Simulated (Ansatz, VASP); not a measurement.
# PbO: VASP beside Ansatz, part 2 of 2

One calculation is typed for both programs; each brings its own data sets and cutoff. How far apart do they land? The cell is generated by rule, not measured, and may not be a known phase. The cell is taken from a series of VASP runs on this material, whose earlier steps may have relaxed, scaled or displaced it; both programs get it as it stands.

VASP 6.6.1 and Ansatz 0.2.0.

So far. Step 2 (VASP: band structure, HSE06): The run ends at a pressure of 52.06 GPa.

The structure was built from a prototype and need not be the compound's stable phase.

### 3. Ansatz: band structure, HSE06

Level of this step: Ansatz beside VASP: Kohn-Sham DFT, plane waves, HSE06 (Ansatz).

Ansatz runs on its default PAW (the set named soft_2) files.

The same cell, functional, mesh and smearing now go to Ansatz, which takes its cutoff from its data sets.

Contents of input.yaml:

```yaml
crystal:
  lattice:
    - [0.0, 2.48261, 2.48261]
    - [2.48261, 0.0, 2.48261]
    - [2.48261, 2.48261, 0.0]
  atoms:
    - { symbol: Pb, position: [0.0, 0.0, 0.0] }
    - { symbol: O, position: [0.25, 0.25, 0.25] }
hamiltonian:
  xc: { exchange: pbe, correlation: pbe, exx: { coeff: 0.25, omega: 0.2 } }
  pseudopotentials: { kind: paw }
kpoints:
  mp_grid: { grid: [6, 6, 6] }
  band_path:
    path:
      - [0.0, 0.0, 0.0]
      - [0.5, 0.0, 0.5]
      - [0.5, 0.21429, 0.71429]
      - [0.41071, 0.33929, 0.75]
      - [0.16071, 0.16071, 0.32143]
      - [0.21429, 0.21429, 0.21429]
      - [0.55357, 0.39286, 0.55357]
      - [0.58929, 0.25, 0.66071]
      - [0.5, 0.28571, 0.71429]
      - [0.5, 0.5, 0.5]
      - [0.375, 0.375, 0.75]
      - [0.5, 0.0, 0.5]
    npoints: 1
scf:
  occupations: { method: gaussian, width: 0.02 }
  n_extra_bands: 7
output:
  forces: true
  stress: true
  eigenvalues: true
```

Launch:

```bash
$ ansatz run input.yaml --threads 4 --pin off --max-ram 9216MiB --backend cpu --events-out ev --progress --plain --runs-dir out
```

Numbers of over 12 decimals in the logs are rounded to 6 here.

The log of the run:

```text
Warning: output.stress: scf.convergence.dr2_threshold = 1e-7 eV (the SCF's general default) is looser than the 2e-10 eV advised for a printed stress (1e-10 eV for each atom of the cell: 2). What an SCF threshold leaves in a stress goes as its square root, and in the free energy as the threshold itself, and one threshold admits the most on a small cell: [figures from the program's tests cut] Set scf.convergence.dr2_threshold to 2e-10 eV or tighter. The threshold is an SCF's pass mark: one that does not reach it within its budget of iterations ends unconverged, or closes short of it on a stop that the run arms, and scf.convergence.dr2_threshold's page says what that costs each kind of run
Warning: output.stress: scf.exx.energy_threshold = 1e-6 eV is looser than the 2e-8 eV advised for a stress under a hybrid functional (1e-8 eV for each atom of the cell: 2). Every SCF of the exchange loop can meet its threshold on dr2 while the loop round them stops early: no threshold on dr2 bounds what that leaves in the stress. Set scf.exx.energy_threshold to 2e-8 eV or tighter. The threshold is the loop's pass mark: a loop that does not reach it within its budget of cycles ends unconverged, and scf.exx.energy_threshold's page has the law
scf.n_extra_bands = 7 over 10 filled bands (N_el = 20.0): the run solves 17 bands
Engine: ansatz 0.2.0, aarch64-unknown-linux-gnu
Pseudopotentials: kind: paw
Pseudopotential: Pb, paw, valence charge 14, recommended cutoff 420 eV (normal), Pb.paw.azcp
Pseudopotential: O, paw, valence charge 6, recommended cutoff 420 eV (normal), O.paw.azcp
Functional definition: unnamed
  parameter a_1 = 0.25
  parameter omega_1 = 0.2/angstrom
  exchange = pbe_x + (-a_1)*pbe_x_sr(omega_1) + a_1*exact_x_sr(omega_1)
  correlation = pbe_c
Crystal: 2 atoms, lattice volume = 30.602 Å³
Basis set: ecut = 420 eV, 609 PW (Γ), exchange–correlation on 48×48×48 points (8 copies of the dense FFT grid, shifted against one another)
Bands: 17, of which v1, the nominal top of the filled ones, is band 10 counted from 1 (9 counted from 0)
Symmetry: 24 space group operations
Space group: F-43m (ITA 216), of the structure as read, at distance tolerance 3.1e-5 Å
k-points: 16 of 216 (time reversal used)
Non-local potential: Pb, projectors of the file, l = 0: 2, l = 1: 2, l = 2: 2, l = 3: 2
Non-local potential: O, projectors of the file, l = 0: 2, l = 1: 2, l = 2: 1
PAW form: soft (Blöchl's): semilocal exchange-correlation on the pseudo side does not see the compensation charge
PAW frozen core: Pb, regenerated for the run's functional, and the local potential with it (the file was generated under x = pbe(κ = 0.804, μ = 0.219515), c = pbe(β = 0.066725))
PAW frozen core: O, regenerated for the run's functional, and the local potential with it (the file was generated under x = pbe(κ = 0.804, μ = 0.219515), c = pbe(β = 0.066725))
PAW one-centre angular grid: Pb, 590 points (default); XC on 64 Gauss nodes
PAW one-centre angular grid: O, 110 points (default); XC on 96 Gauss nodes
Initial density: superposition of atomic densities (neutral atoms: chi_scale 0, normalization atom), corrected by the library's trained network
Initial wavefunctions: pseudopotential atomic-orbital guess
Functional: x = pbe(κ = 0.804, μ = 0.219515), c = pbe(β = 0.066725), warm-up for x = pbe(κ = 0.804, μ = 0.219515) + 0.25 (exact − pbe) at short range (hse, ω = 0.2 Å⁻¹), c = pbe(β = 0.066725)
SCF iter   1: F=—  HF=-12471.352599 eV  |F-HF|=—  |Δ(HF+E_count)|=         —  Δρ=5.68e-3  dr2=7.46e-3  ethr=1.77e-3  ⟨swp⟩=11.2  Hψ=1464  notcnv=0
preconditioner: auto → none  [insulator: Δε(μ)=0.571 eV  Ē_g=22.533 eV  σ=0.020 eV  W_gap=0.75  n_scr=14 (ndim 8)  ℏωp=30.0 eV  f_vac=0.008  D(μ)=2.50/eV (n_scr^D=26)]
SCF iter   2: F=—  HF=-12471.352557 eV  |F-HF|=—  |Δ(HF+E_count)|=   4.18e-5  Δρ=2.44e-3  dr2=1.55e-3  ethr=3.73e-5  ⟨swp⟩=3.8  Hψ=615  notcnv=0  defer=3
iter 3 solved again at ethr=2.45e-7 eV; its pass at ethr=7.74e-6 eV (dr2=4.91e-5 eV) is discarded
SCF iter   3: F=—  HF=-12471.352762 eV  |F-HF|=—  |Δ(HF+E_count)|=   2.06e-4  Δρ=4.56e-4  dr2=4.57e-5  ethr=2.45e-7  ⟨swp⟩=3.1  Hψ=1082  notcnv=0
SCF iter   4: F=—  HF=-12471.352762 eV  |F-HF|=—  |Δ(HF+E_count)|=   1.70e-7  Δρ=4.29e-5  dr2=6.05e-7  ethr=2.29e-7  ⟨swp⟩=2.8  Hψ=450  notcnv=0
SCF iter   5: F=—  HF=-12471.352763 eV  |F-HF|=—  |Δ(HF+E_count)|=   9.30e-7  Δρ=1.90e-5  dr2=8.41e-8  ethr=3.02e-9  ⟨swp⟩=4.8  Hψ=703  notcnv=0
SCF iter   6: F=—  HF=-12471.352763 eV  |F-HF|=—  |Δ(HF+E_count)|=   1.34e-8  Δρ=3.57e-6  dr2=2.69e-9  ethr=4.20e-10  ⟨swp⟩=3.0  Hψ=488  notcnv=0
SCF iter   7: F=-12471.352763 eV  HF=-12471.352763 eV  |F-HF|=2.40e-10  |Δ(HF+E_count)|=  5.35e-10  Δρ=1.18e-6  dr2=3.39e-10  ethr=1.34e-11  ⟨swp⟩=4.0  Hψ=527  notcnv=0
SCF 1 converged in 7 iterations: F = -12471.352763 eV  dr2 = 3.39e-10
  greatest PAW one-centre occupation: 0.980 electrons in one spin orbital (limit 2), on the Pb atom at site 0 (counted from 0), in its partial waves of l = 2
Initial density: handed on by an earlier stage of this run
Initial wavefunctions: those handed on with the density
Functional: x = pbe(κ = 0.804, μ = 0.219515) + 0.25 (exact − pbe) at short range (hse, ω = 0.2 Å⁻¹), c = pbe(β = 0.066725)
Exchange kernel: α = 0.2500, screened, ω = 0.2000 Å⁻¹, Wigner–Seitz truncation, v(0) = 1128.2337 eV·Å³, q-mesh 6×6×6, nearest image of the exchange supercell L = 21.07 Å, pair-density grid 15×15×15, without the augmentation charges, whose exchange is taken in its separable form by FFT convolution over the k-point mesh (sized by the pseudopotential files, 20×20×20 at the most), smooth part of the exact exchange by density-matrix convolution
Frozen-core exchange: fock
iter 1 solved again at ethr=1.45e-4 eV; its pass at ethr=1.00e-1 eV (dr2=2.90e-2 eV) is discarded
SCF iter   1: F=—  HF=-12474.584095 eV  |F-HF|=—  |Δ(HF+E_count)|=         —  Δρ=9.23e-3  dr2=2.86e-2  ethr=1.45e-4  ⟨swp⟩=4.4  Hψ=1368  notcnv=0
preconditioner: auto → none  [insulator: Δε(μ)=0.978 eV  Ē_g=24.968 eV  σ=0.020 eV  W_gap=0.75  n_scr=14 (ndim 8)  ℏωp=30.0 eV  f_vac=0.006  D(μ)=2.50/eV (n_scr^D=26)]
SCF iter   2: F=—  HF=-12474.582180 eV  |F-HF|=—  |Δ(HF+E_count)|=   1.91e-3  Δρ=6.29e-3  dr2=5.23e-3  ethr=1.34e-4  ⟨swp⟩=3.0  Hψ=644  notcnv=0
SCF iter   3: F=—  HF=-12474.580603 eV  |F-HF|=—  |Δ(HF+E_count)|=   1.58e-3  Δρ=1.97e-3  dr2=1.36e-3  ethr=2.57e-5  ⟨swp⟩=3.1  Hψ=637  notcnv=0
SCF iter   4: F=—  HF=-12474.580215 eV  |F-HF|=—  |Δ(HF+E_count)|=   3.88e-4  Δρ=4.24e-4  dr2=2.42e-5  ethr=6.24e-6  ⟨swp⟩=3.3  Hψ=561  notcnv=0
SCF iter   5: F=-12474.580218 eV  HF=-12474.580219 eV  |F-HF|=3.36e-7  |Δ(HF+E_count)|=   3.72e-6  Δρ=7.81e-5  dr2=9.19e-7  ethr=1.05e-7  ⟨swp⟩=4.0  Hψ=617  notcnv=0
SCF 2 stopped early in 5 iterations: F = -12474.580218 eV  dr2 = 9.19e-7
  greatest PAW one-centre occupation: 0.981 electrons in one spin orbital (limit 2), on the Pb atom at site 0 (counted from 0), in its partial waves of l = 2
hybrid outer 1: dexx = +6.207e-3 eV, tail = 1.29e-5 eV
Exchange kernel: α = 0.2500, screened, ω = 0.2000 Å⁻¹, Wigner–Seitz truncation, v(0) = 1128.2337 eV·Å³, q-mesh 6×6×6, nearest image of the exchange supercell L = 21.07 Å, pair-density grid 15×15×15, without the augmentation charges, whose exchange is taken in its separable form by FFT convolution over the k-point mesh (sized by the pseudopotential files, 20×20×20 at the most), smooth part of the exact exchange by density-matrix convolution
Frozen-core exchange: fock
SCF iter   1: F=—  HF=-12474.580103 eV  |F-HF|=—  |Δ(HF+E_count)|=         —  Δρ=5.47e-5  dr2=7.52e-7  ethr=3.23e-7  ⟨swp⟩=5.1  Hψ=725  notcnv=0
preconditioner: auto → none  [insulator: Δε(μ)=0.929 eV  Ē_g=24.893 eV  σ=0.020 eV  W_gap=0.75  n_scr=14 (ndim 8)  ℏωp=30.0 eV  f_vac=0.008  D(μ)=2.50/eV (n_scr^D=26)]
SCF iter   2: F=—  HF=-12474.580103 eV  |F-HF|=—  |Δ(HF+E_count)|=   3.10e-8  Δρ=1.70e-5  dr2=4.19e-8  ethr=3.68e-9  ⟨swp⟩=4.0  Hψ=643  notcnv=0
SCF iter   3: F=-12474.580103 eV  HF=-12474.580103 eV  |F-HF|=1.06e-10  |Δ(HF+E_count)|=   2.26e-8  Δρ=6.17e-6  dr2=4.43e-9  ethr=2.03e-10  ⟨swp⟩=3.8  Hψ=595  notcnv=0  defer=1
SCF 3 converged in 3 iterations: F = -12474.580103 eV  dr2 = 4.43e-9
  Residual-converged pass: ⟨swp⟩=4.0  Hψ=569  notcnv=0  max |occ|·‖R‖ = 2.3e-6 eV (tolerance 2.4e-6 eV)  dr2=4.65e-9  dr2_onsite=2.88e-9  max |Δocc| = 0.0e0
hybrid outer 2: dexx = +1.445e-7 eV, tail = 1.79e-8 eV, Δε = 2.40e-3 eV (about 1.07e-4 eV left of the loop's levels)
NSCF: frozen V_eff on 12 k-points
hybrid SCF converged: 2 outer / 8 inner (+7 warm-up), last move |dexx| = 1.45e-7 eV, tail = 1.79e-8 eV
Stability not checked: this state was not tested for a lower state beside it, because the functional holds exact exchange (a hybrid, or Hartree-Fock), whose exchange loop this test does not read (fock_operator; see scf.lower_state_search)
Free energy (F): -12474.580103 eV
Frozen-core exchange: fock
Harris-Foulkes:  -12474.580103 eV  (|F-HF|=1.06e-10)
Internal energy: -12474.579604 eV  (E = F + TS)
E sigma→0 (E₀):  -12474.579854 eV
Entropy (-TS):   -0.000499 eV (-0.250 meV/atom)
Fermi energy:    14.083695 eV
--- Per-component energies (eV) ---
  E_band       = -12.290893
  E_kinetic    = 477.288042
  E_local      = -1244.565771  (includes V_loc(G=0)·N_el)
  E_nonlocal   = 398.653736
  E_hartree    = 499.095700
  E_xc         = -237.807566
  E_vxc        = -184.766748  (∫ρ·V_xc dr)
  E_exx        = -51.686250  (= α·E_x^exact, valence–valence)
  E_paw        = -10578.105074  (= ΣΔE_a)
  E_vpaw       = -353.720234  (= ΣTr[D̂ρ^β])
  E_aug_tail   = 0.002418  (compensation charges beyond the density's cutoff)
  E_ewald      = -1737.760447
  E_core_change = 0.305609  (= ΣΔE_core)
  E_smearing   = -0.000499  (= −TS)
  E_closure    = -0.000001  (closes the sum)
  Σ components = -12474.580103   (vs F -12474.580103, Δ=0.00e0)
--- Forces (eV/Å), atoms counted from 1 ---
  atom   1  Pb    -0.00000000     0.00000000     0.00000000
  atom   2  O      0.00000000     0.00000000     0.00000000
  max |Σ_I F_I| component: 2.22e-16 eV/Å
--- Stress (GPa, compression-positive) ---
       51.591366       0.000000       0.000000
        0.000000      51.591366       0.000000
       -0.000000       0.000000      51.591366
  P = ⅓ Tr σ = 51.5914 GPa (515.914 kbar)
--- Band table (eV; the first three rows and the last of 16) ---
  k-point 0: bands = [... 6 lower, 5.6672, 8.7512, 8.7512, 8.7512, 20.8362, 20.8362, 20.8362, 25.2919, ... 3 higher]
  k-point 1: bands = [... 6 lower, 4.8921, 8.5299, 8.5299, 9.3114, 18.5756, 21.0447, 21.0447, 25.2618, ... 3 higher]
  k-point 2: bands = [... 6 lower, 3.1936, 8.0978, 8.0978, 10.3242, 16.6523, 21.1285, 21.1285, 24.0200, ... 3 higher]
  k-point 15: bands = [... 6 lower, 2.7011, 6.0589, 6.2913, 14.0742, 15.0037, 19.4094, 19.8227, 23.9343, ... 3 higher]
```

Wall time 35 s (4 threads of Arm Neoverse V1, shared host); peak memory 1 GiB; 2.1 min of CPU time.

### 4. Side by side

Known differences besides the potentials themselves: exact exchange at q = 0 is treated differently, which shows on coarse meshes; VASP keeps PBE cores, Ansatz makes them for the functional; the cutoff is 420 eV in Ansatz and 520 eV in VASP; VASP takes a coarser grid for exact exchange (PRECFOCK = Fast). Total energies have different zeros and are not compared.

The two programs side by side:

```
                                        quantity  Ansatz   VASP  difference
                                  pressure (GPa)   51.59  52.06       -0.47
pressure without Ansatz's Pulay correction (GPa)   51.33  52.06       -0.73
```

Levels from 3 eV below to 2 eV above the Fermi level differ by 8 meV r.m.s. and 16 meV at most; each VASP level is matched to the nearest of Ansatz, which flatters the figure a little. Ansatz's pressure holds a Pulay correction of 0.26 GPa; VASP's holds none.

### 5. What came out

| Quantity | Value |
| --- | --- |
| r.m.s. difference of levels near the Fermi level (band structure, HSE06) | 8.1 meV |

In words: The r.m.s. difference of levels near the Fermi level is 8.1 meV (band structure, HSE06), within the 80 meV picked in this series as the mark of a large difference. How closely two codes agree says nothing of how well the functional describes the real material.

[Lines on the potential files, build, host, timing and source positions are cut from VASP's logs without a mark.]

[Logs are printed without paths, hosts, clocks, repeated set-up lines and the standing remarks that a program may print on its own settings, such as how far it seeks lower states.]

[Hosts, paths, dates, database ids (printed as entryN), source tags and the programs' standing remarks are cut or masked in the printed files.]
